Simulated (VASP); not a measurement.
Here is the system:

```
CELL_PARAMETERS angstrom
      3.23730     0.00000     0.00000
     -1.61865     2.80359     0.00000
      0.00000     0.00000     3.73194
ATOMIC_POSITIONS crystal
  Tm 0.00000 0.00000 0.00000
  B  0.33333 0.66667 0.50000
  B  0.66667 0.33333 0.50000
```

Calculation: PBEsol GGA, VASP's PBE PAW potentials (set 64) (plane waves; VASP). Run with 600 eV cut-off, 10×10×8 Γ-centred mesh, first-order Methfessel-Paxton smearing of 0.10 eV, potentials Tm_3 B.

The 4f electrons are frozen in the core of the lanthanide potential, so 4f levels, which can set the real gap, and their magnetism are missing. Energy and stress use the plane-wave basis of the starting cell.

Problem. The ions, cell shape and volume at an external pressure of 5.0 GPa are relaxed. What does this cell relax into?

Solution. 
```
CELL_PARAMETERS angstrom
      3.20996     0.00000     0.00000
     -1.60498     2.77990     0.00000
      0.00000     0.00000     3.70142
ATOMIC_POSITIONS crystal
  Tm 0.00000 0.00000 0.00000
  B  0.33333 0.66667 0.50000
  B  0.66667 0.33333 0.50000
```
Space group P6/mmm (191), at a tolerance of 0.03 Å.

Problem. How do energy and volume change from the first to the last step?

Solution. The energy (σ→0) changes by +4.3 meV/atom and the volume by -2.5 %, in 3 ionic steps.

```
step  E(σ→0) (eV)  max force (eV/Å)  pressure (GPa)  volume (Å³)
----  -----------  ----------------  --------------  -----------
1        -21.1147             0.000            0.08        33.87
2        -21.0620             0.000           10.48        32.20
3        -21.1017             0.000            4.99        33.03
```

The structure comes from a computed database's TmB2 entry (P6/mmm); how it stands against other phases isn't given here. This run relaxes it under an external pressure of 5 GPa. Symmetry was kept, so distortions that lower it aren't found. The electron count is odd and the run is not spin-polarised, which forces a metal.
